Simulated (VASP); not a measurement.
These are PBEsol GGA, VASP's PBE PAW potentials (set 64) (plane waves; VASP) values and carry that method's errors.

VASP ran on this input.

INCAR:
```
SYSTEM = CsSnI3
PREC = Accurate; ENCUT = 400; LREAL = .False.
LASPH = .True.
EDIFF = 1E-6; NELM = 100; ALGO = Normal
LMAXMIX = 4
ISMEAR = 0; SIGMA = 0.05
GGA = PS
IBRION = 2; NSW = 60; ISIF = 3
EDIFFG = -0.02
LWAVE = .False.; LCHARG = .False.
```

### POSCAR
```
CsSnI3
1
    6.1569952078     0.0000000000    -0.0000000000
    0.0000000000     6.1569952078     0.0000000000
    0.0000000000     0.0000000000     6.1569952078
Cs Sn I
1 1 3
Direct
  0.0000000000   0.0000000000   0.0000000000
  0.5000000000   0.5000000000   0.5000000000
  0.5000000000   0.0000000000   0.5000000000
  0.0000000000   0.5000000000   0.5000000000
  0.5000000000   0.5000000000   0.0000000000
```

File KPOINTS:
```
Automatic mesh
0
Gamma
4 4 4
0 0 0
```

POTCAR, in this order: Cs_sv Sn_d I (PBE.64 set). Program: vasp_std.

Output

### OSZICAR
```
       N       E                     dE             d eps       ncg     rms          rms(c)
DAV:   1     0.313849568998E+03    0.31385E+03   -0.16166E+04   520   0.127E+03
DAV:   2     0.206209499682E+02   -0.29323E+03   -0.28784E+03   650   0.274E+02
DAV:   3    -0.138470240192E+02   -0.34468E+02   -0.34207E+02   574   0.110E+02
DAV:   4    -0.152096204538E+02   -0.13626E+01   -0.13581E+01   748   0.264E+01
DAV:   5    -0.152434322870E+02   -0.33812E-01   -0.33805E-01   738   0.353E+00    0.450E+00
DAV:   6    -0.150245743163E+02    0.21886E+00   -0.40371E-01   680   0.376E+00    0.289E+00
DAV:   7    -0.150034036300E+02    0.21171E-01   -0.27237E-01   678   0.241E+00    0.875E-01
DAV:   8    -0.150048383539E+02   -0.14347E-02   -0.40059E-02   616   0.145E+00    0.259E-01
DAV:   9    -0.150047880424E+02    0.50312E-04   -0.21714E-03   668   0.370E-01    0.102E-01
DAV:  10    -0.150050540276E+02   -0.26599E-03   -0.75148E-04   676   0.155E-01    0.437E-02
DAV:  11    -0.150050869774E+02   -0.32950E-04   -0.31743E-04   610   0.127E-01    0.269E-02
DAV:  12    -0.150050872223E+02   -0.24489E-06   -0.25742E-05   624   0.252E-02    0.190E-02
DAV:  13    -0.150050870715E+02    0.15077E-06   -0.14933E-06   510   0.705E-03
   1 F= -.15005087E+02 E0= -.15004984E+02  d E =-.150051E+02
```

**OUTCAR**
```
------------------------ aborting loop because EDIFF is reached ----------------------------------------
  FORCE on cell =-STRESS in cart. coord.  units (eV):
  Direction    XX          YY          ZZ          XY          YZ          ZX
  --------------------------------------------------------------------------------------
  Total       -0.0176340     -0.0176340     -0.0176340     -0.0000000      0.0000000     -0.0000000
  in kB       -0.1210471     -0.1210471     -0.1210471     -0.0000000      0.0000000     -0.0000000
  external PRESSURE =      -0.1210471 kB  Pullay stress =       0.0000000 kB
  volume of cell :      233.40
      direct lattice vectors                 reciprocal lattice vectors
     6.156995208  0.000000000  0.000000000     0.162416888  0.000000000  0.000000000
     0.000000000  6.156995208  0.000000000     0.000000000  0.162416888  0.000000000
     0.000000000  0.000000000  6.156995208     0.000000000  0.000000000  0.162416888
 POSITION                                       TOTAL-FORCE (eV/Angst)
 -----------------------------------------------------------------------------------
      0.00000      0.00000      0.00000         0.000000      0.000000      0.000000
      3.07850      3.07850      3.07850         0.000000      0.000000      0.000000
      3.07850      0.00000      3.07850         0.000000      0.000000      0.000000
      0.00000      3.07850      3.07850         0.000000      0.000000      0.000000
      3.07850      3.07850      0.00000         0.000000      0.000000      0.000000
 -----------------------------------------------------------------------------------
    total drift:                                0.000000      0.000000     -0.000000
  FREE ENERGIE OF THE ION-ELECTRON SYSTEM (eV)
  ---------------------------------------------------
  free  energy   TOTEN  =       -15.0050870715 eV

  energy  without entropy=      -15.0048807010  energy(sigma->0) =      -15.00498389

 reached required accuracy - stopping structural energy minimisation
```
(Selected blocks of OUTCAR.)

The compound is CsSnI3 in the cubic perovskite structure, the ideal cubic form; the compound distorts at low or room temperature. It was relaxed first. The start is the result of an earlier pass.
